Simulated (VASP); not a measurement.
Level of theory: PBE GGA, VASP's PBE PAW potentials (set 64) (plane waves; VASP 6.6.1).

VASP input:

File POSCAR:
```
Co
1.0
  2.3170220000   0.0000000000   0.0000000000
  0.0000000000   2.3170220000   0.0000000000
  0.0000000000   0.0000000000   2.3170220000
Co
1
Cart
  0.0000000000   0.0000000000   0.0000000000
```

**KPOINTS**
```
K-points
0
gamma
  14 14 14
0 0 0
```

**INCAR**
```
SYSTEM = Co
PREC = Accurate
ENCUT = 400
EDIFF = 1E-6
NELM = 100
ALGO = Normal
LREAL = .FALSE.
LASPH = .TRUE.
ISMEAR = 1
SIGMA = 0.1
GGA = PE
LMAXMIX = 4
ISPIN = 2
MAGMOM = 3.0
LORBIT = 10
LWAVE = .FALSE.
LCHARG = .FALSE.
ISIF = 2
```

POTCAR, in this order: Co (PBE.64 set). Program: vasp_std.

The run wrote:

**OUTCAR**
```
 ion  position               nearest neighbor table
   1  0.000  0.000  0.000-
  LATTYP: Found a simple cubic cell.
 ALAT       =     2.3170220000
 Subroutine PRICEL returns:
 Original cell was already a primitive cell.
 Subroutine GETGRP returns: Found 48 space group operations
The static configuration has the point symmetry O_h .
The dynamic configuration has the point symmetry O_h .
The overall configuration has the point symmetry O_h .
 Subroutine INISYM returns: Found 48 space group operations
 Subroutine IBZKPT returns following result:
 Found    120 irreducible k-points:

 Following reciprocal coordinates:
            Coordinates               Weight
  0.000000  0.000000  0.000000      1.000000
  0.071429  0.000000  0.000000      6.000000
  0.142857  0.000000  0.000000      6.000000
  0.214286  0.000000  0.000000      6.000000
  0.285714  0.000000  0.000000      6.000000
  0.357143  0.000000  0.000000      6.000000
  0.428571  0.000000  0.000000      6.000000
  0.500000  0.000000  0.000000      3.000000
  0.071429  0.071429  0.000000     12.000000
  0.142857  0.071429  0.000000     24.000000
  0.214286  0.071429  0.000000     24.000000
  0.285714  0.071429  0.000000     24.000000
  0.357143  0.071429  0.000000     24.000000
  0.428571  0.071429  0.000000     24.000000
  0.500000  0.071429  0.000000     12.000000
  0.142857  0.142857  0.000000     12.000000
  0.214286  0.142857  0.000000     24.000000
  0.285714  0.142857  0.000000     24.000000
  0.357143  0.142857  0.000000     24.000000
  0.428571  0.142857  0.000000     24.000000
  0.500000  0.142857  0.000000     12.000000
  0.214286  0.214286  0.000000     12.000000
  0.285714  0.214286  0.000000     24.000000
  0.357143  0.214286  0.000000     24.000000
  0.428571  0.214286  0.000000     24.000000
  0.500000  0.214286  0.000000     12.000000
  0.285714  0.285714  0.000000     12.000000
  0.357143  0.285714  0.000000     24.000000
  0.428571  0.285714  0.000000     24.000000
  0.500000  0.285714  0.000000     12.000000
  0.357143  0.357143  0.000000     12.000000
  0.428571  0.357143  0.000000     24.000000
  0.500000  0.357143  0.000000     12.000000
  0.428571  0.428571  0.000000     12.000000
  0.500000  0.428571  0.000000     12.000000
  0.500000  0.500000  0.000000      3.000000
  0.071429  0.071429  0.071429      8.000000
  0.142857  0.071429  0.071429     24.000000
  0.214286  0.071429  0.071429     24.000000
  0.285714  0.071429  0.071429     24.000000
   k-points           NKPTS =    120   k-points in BZ     NKDIM =    120   number of bands    NBANDS=     10
   number of dos      NEDOS =    301   number of ions     NIONS =      1
   total plane-waves  NPLWV =   4096
   dimension x,y,z NGX =    16 NGY =   16 NGZ =   16
   dimension x,y,z NGXF=    32 NGYF=   32 NGZF=   32
   ions per type =               1
   PREC   = accura    normal or accurate (medium, high low for compatibility)
   ISTART =      0    job   : 0-new  1-cont  2-samecut
   ICHARG =      2    charge: 1-file 2-atom 10-const
   ISPIN  =      2    spin polarized calculation?
   LNONCOLLINEAR =      F non collinear calculations
   LSORBIT =      F    spin-orbit coupling
   INIWAV =      1    electr: 0-lowe 1-rand  2-diag
   ENCUT  =  400.0 eV  29.40 Ry    5.42 a.u.   3.78  3.78  3.78*2*pi/ulx,y,z
   NELM   =    100;   NELMIN=  2; NELMDL= -5     # of ELM steps
   EDIFF  = 0.1E-05   stopping-criterion for ELM
   LREAL  =      F    real-space projection
   NLSPLINE    = F    spline interpolate recip. space projectors
   LMAXMIX     =    4 max onsite mixed and CHGCAR
...
```

### OSZICAR
```
       N       E                     dE             d eps       ncg     rms          rms(c)
DAV:   1     0.203560050342E+02    0.20356E+02   -0.37108E+03  4896   0.909E+02
DAV:   2    -0.631335844394E+01   -0.26669E+02   -0.25142E+02  4916   0.137E+02
DAV:   3    -0.685162219799E+01   -0.53826E+00   -0.53694E+00  5444   0.244E+01
DAV:   4    -0.685877483651E+01   -0.71526E-02   -0.71503E-02  5788   0.252E+00
DAV:   5    -0.685898904216E+01   -0.21421E-03   -0.21420E-03  5758   0.379E-01    0.951E+00
DAV:   6    -0.646417140665E+01    0.39482E+00   -0.10568E+01  5282   0.497E+01    0.499E+00
DAV:   7    -0.627691177870E+01    0.18726E+00   -0.15236E+00  5276   0.179E+01    0.256E+00
DAV:   8    -0.627012754575E+01    0.67842E-02   -0.79216E-03  6210   0.851E-01    0.121E+00
DAV:   9    -0.626555456378E+01    0.45730E-02   -0.48160E-03  6342   0.657E-01    0.301E-01
DAV:  10    -0.626510109136E+01    0.45347E-03   -0.67932E-04  6654   0.228E-01    0.311E-02
DAV:  11    -0.626510770420E+01   -0.66128E-05   -0.31719E-05  5102   0.702E-02    0.279E-02
DAV:  12    -0.626511017488E+01   -0.24707E-05   -0.30902E-06  5104   0.249E-02    0.830E-03
DAV:  13    -0.626510939463E+01    0.78025E-06   -0.52103E-07  2666   0.577E-03
   1 F= -.62651094E+01 E0= -.62648478E+01  d E =-.784914E-03  mag=     1.8551
```

OUTCAR:
```
------------------------ aborting loop because EDIFF is reached ----------------------------------------
  FORCE on cell =-STRESS in cart. coord.  units (eV):
  Direction    XX          YY          ZZ          XY          YZ          ZX
  --------------------------------------------------------------------------------------
  Total        0.2624324      0.2624324      0.2624324     -0.0000000      0.0000000      0.0000000
  in kB       33.8016199     33.8016199     33.8016199     -0.0000000      0.0000000      0.0000000
  external PRESSURE =      33.8016199 kB  Pullay stress =       0.0000000 kB
  volume of cell :       12.44
      direct lattice vectors                 reciprocal lattice vectors
     2.317022000  0.000000000  0.000000000     0.431588479  0.000000000  0.000000000
     0.000000000  2.317022000  0.000000000     0.000000000  0.431588479  0.000000000
     0.000000000  0.000000000  2.317022000     0.000000000  0.000000000  0.431588479
 POSITION                                       TOTAL-FORCE (eV/Angst)
 -----------------------------------------------------------------------------------
      0.00000      0.00000      0.00000         0.000000      0.000000      0.000000
 -----------------------------------------------------------------------------------
    total drift:                                0.000000      0.000000      0.000000
  FREE ENERGIE OF THE ION-ELECTRON SYSTEM (eV)
  ---------------------------------------------------
  free  energy   TOTEN  =        -6.2651093946 eV

  energy  without entropy=       -6.2643244808  energy(sigma->0) =       -6.26484776

 total charge

# of ion       s       p       d       tot
------------------------------------------
    1        0.505   0.425   7.278   8.209

 magnetization (x)

# of ion       s       p       d       tot
------------------------------------------
    1        0.009  -0.003   1.852   1.857
```
(Selected blocks of OUTCAR.)

OUTCAR:
```
 val. band max:        8.7268788577   @ k =   0.4286   0.4286   0.0714

 cond. band min:       8.7351767424   @ k =   0.2857   0.2143   0.0714


 Fermi energy:         8.7286648451

 spin component 1

 k-point     1 :       0.0000    0.0000    0.0000
  band No.  band energies     occupation
      1       0.3468      1.00000
      2       4.3148      1.00000
      3       4.3148      1.00000
      4       7.6271      1.00000
      5       7.6271      1.00000
      6       7.6271      1.00000
      7      27.9302      0.00000
      8      27.9302      0.00000
      9      27.9302      0.00000
     10      31.8762      0.00000

 k-point     2 :       0.0714    0.0000    0.0000
  band No.  band energies     occupation
      1       0.5008      1.00000
      2       4.3375      1.00000
      3       4.3926      1.00000
      4       7.5654      1.00000
      5       7.5654      1.00000
      6       7.6322      1.00000
      7      26.0717      0.00000
      8      28.1411      0.00000
      9      28.1411      0.00000
     10      31.8928      0.00000

 k-point     3 :       0.1429    0.0000    0.0000
  band No.  band energies     occupation
      1       0.9500      1.00000
      2       4.4008      1.00000
      3       4.6203      1.00000
      4       7.3948      1.00000
      5       7.3948      1.00000
      6       7.6466      1.00000
      7      23.1018      0.00000
      8      28.7576      0.00000
      9      28.7576      0.00000
     10      31.9407      0.00000

 k-point     4 :       0.2143    0.0000    0.0000
  band No.  band energies     occupation
      1       1.6517      1.00000
      2       4.4934      1.00000
      3       4.9852      1.00000
      4       7.1563      1.00000
      5       7.1563      1.00000
      6       7.6669      1.00000
      7      20.1599      0.00000
      8      29.7397      0.00000
      9      29.7397      0.00000
     10      32.0198      0.00000
...
```

The structure was generated: Co was put into the simple-cubic type (Pm-3m), which need not be its known phase. The cell was not relaxed at this level.
